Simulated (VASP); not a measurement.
Calculation: PBEsol GGA, VASP's PBE PAW potentials (set 64) (plane waves; VASP).

The input files of a VASP run:

### POSCAR
```
TiB2
1
    1.5090223043    -2.6137033271     0.0000000000
    1.5090223043     2.6137033271     0.0000000000
   -0.0000000000    -0.0000000000     3.1864759799
Ti B
1 2
Direct
  1.0000000000   0.0000000000   0.0000000000
  0.3333330000   0.6666670000   0.5000000000
  0.6666670000   0.3333330000   0.5000000000
```

INCAR:
```
SYSTEM = TiB2
PREC = Accurate; ENCUT = 520; LREAL = F
LASPH = T
EDIFF = 1E-7; NELM = 100; ALGO = Normal
LMAXMIX = 4
ISMEAR = -5
GGA = PS
ISIF = 2
LWAVE = F; LCHARG = T; LORBIT = 11
NEDOS = 601
LEFG = T
```

File KPOINTS:
```
Automatic mesh
0
Gamma
13 13 11
0 0 0
```

POTCAR, in this order: Ti_sv B (PBE.64 set). Program: vasp_std.

Output

OSZICAR:
```
       N       E                     dE             d eps       ncg     rms          rms(c)
DAV:   1     0.124312427299E+03    0.12431E+03   -0.93097E+03  3276   0.159E+03
DAV:   2    -0.213634525355E+02   -0.14568E+03   -0.14274E+03  3356   0.395E+02
DAV:   3    -0.305467118559E+02   -0.91833E+01   -0.90883E+01  4893   0.930E+01
DAV:   4    -0.308335242393E+02   -0.28681E+00   -0.28639E+00  4148   0.152E+01
DAV:   5    -0.308415990299E+02   -0.80748E-02   -0.80459E-02  4942   0.223E+00    0.176E+01
DAV:   6    -0.257488888215E+02    0.50927E+01   -0.25154E+01  4336   0.603E+01    0.399E+00
DAV:   7    -0.257897783537E+02   -0.40890E-01   -0.15465E+00  3588   0.146E+01    0.351E+00
DAV:   8    -0.257991671443E+02   -0.93888E-02   -0.16286E-01  4801   0.368E+00    0.732E-01
DAV:   9    -0.257915038617E+02    0.76633E-02   -0.64204E-02  4375   0.333E+00    0.241E-01
DAV:  10    -0.257909213418E+02    0.58252E-03   -0.45477E-03  4117   0.955E-01    0.839E-02
DAV:  11    -0.257909044259E+02    0.16916E-04   -0.21453E-04  4652   0.191E-01    0.555E-02
DAV:  12    -0.257909044210E+02    0.48801E-08   -0.14487E-04  4267   0.166E-01    0.102E-02
DAV:  13    -0.257908981783E+02    0.62428E-05   -0.94670E-06  3970   0.404E-02    0.183E-03
DAV:  14    -0.257908989030E+02   -0.72475E-06   -0.23388E-07  3507   0.529E-03    0.639E-04
DAV:  15    -0.257908992114E+02   -0.30840E-06   -0.32123E-08  1878   0.206E-03    0.278E-04
DAV:  16    -0.257908992450E+02   -0.33604E-07   -0.10983E-08  1778   0.930E-04
   1 F= -.25790899E+02 E0= -.25790899E+02  d E =0.000000E+00
```

### OUTCAR
```
------------------------ aborting loop because EDIFF is reached ----------------------------------------
  FORCE on cell =-STRESS in cart. coord.  units (eV):
  Direction    XX          YY          ZZ          XY          YZ          ZX
  --------------------------------------------------------------------------------------
  Total        0.0633463      0.0633463     -0.0695833      0.0000000      0.0000000     -0.0000000
  in kB        4.0377500      4.0377500     -4.4353022      0.0000000      0.0000000     -0.0000000
  external PRESSURE =       1.2133993 kB  Pullay stress =       0.0000000 kB
  volume of cell :       25.14
      direct lattice vectors                 reciprocal lattice vectors
     1.509022304 -2.613703327  0.000000000     0.331340364 -0.191299447  0.000000000
     1.509022304  2.613703327  0.000000000     0.331340364  0.191299447  0.000000000
     0.000000000  0.000000000  3.186475980     0.000000000  0.000000000  0.313826310
 POSITION                                       TOTAL-FORCE (eV/Angst)
 -----------------------------------------------------------------------------------
      0.00000      0.00000      0.00000        -0.000000     -0.000000      0.000000
      1.50902      0.87124      1.59324         0.000000      0.000000      0.000000
      1.50902     -0.87124      1.59324        -0.000000     -0.000000     -0.000000
 -----------------------------------------------------------------------------------
    total drift:                                0.000000     -0.000000      0.000000
  FREE ENERGIE OF THE ION-ELECTRON SYSTEM (eV)
  ---------------------------------------------------
  free  energy   TOTEN  =       -25.7908992450 eV

  energy  without entropy=      -25.7908992450  energy(sigma->0) =      -25.79089925

 total charge

# of ion       s       p       d       tot
------------------------------------------
    1        2.183   6.223   2.070  10.476
    2        0.688   1.335   0.000   2.023
    3        0.688   1.335   0.000   2.023
--------------------------------------------------
tot          3.558   8.894   2.070  14.522
```
(Selected blocks of OUTCAR.)

File OUTCAR:
```
 val. band max:       10.2360707393   @ k =   0.0769  -0.0000   0.4545

 cond. band min:       9.8949781817   @ k =   0.1538   0.1538   0.1818


 Fermi energy:        10.2054423763

 k-point     1 :       0.0000    0.0000    0.0000
  band No.  band energies     occupation
      1     -46.5001      2.00000
      2     -22.9611      2.00000
      3     -22.6364      2.00000
      4     -22.6364      2.00000
      5      -3.4371      2.00000
      6       7.4334      2.00000
      7       7.4335      2.00000
      8       7.9286      2.00000
      9       7.9593      2.00000
     10      12.0953      0.00000
     11      12.0953      0.00000
     12      13.9739      0.00000
     13      13.9739      0.00000

 k-point     2 :       0.0769   -0.0000    0.0000
  band No.  band energies     occupation
      1     -46.4967      2.00000
      2     -22.9570      2.00000
      3     -22.6621      2.00000
      4     -22.6423      2.00000
      5      -3.3215      2.00000
      6       7.1072      2.00000
      7       7.4171      2.00000
      8       7.8254      2.00000
      9       8.0158      2.00000
     10      12.0605      0.00000
     11      12.3048      0.00000
     12      13.4799      0.00000
     13      13.5565      0.00000

 k-point     3 :       0.1538    0.0000    0.0000
  band No.  band energies     occupation
      1     -46.4874      2.00000
      2     -22.9452      2.00000
      3     -22.7327      2.00000
      4     -22.6583      2.00000
      5      -2.9809      2.00000
      6       6.2522      2.00000
      7       7.3568      2.00000
      8       7.5858      2.00000
      9       8.1512      2.00000
     10      11.9658      0.00000
     11      12.7423      0.00000
     12      12.8290      0.00000
     13      13.0169      0.00000

 k-point     4 :       0.2308   -0.0000    0.0000
  band No.  band energies     occupation
      1     -46.4741      2.00000
      2     -22.9286      2.00000
      3     -22.8309      2.00000
...
```

For a metal the tetrahedron method with Blöchl corrections gives inexact stress and forces.

The compound is TiB2 in the AlB2 type structure. It was relaxed first.
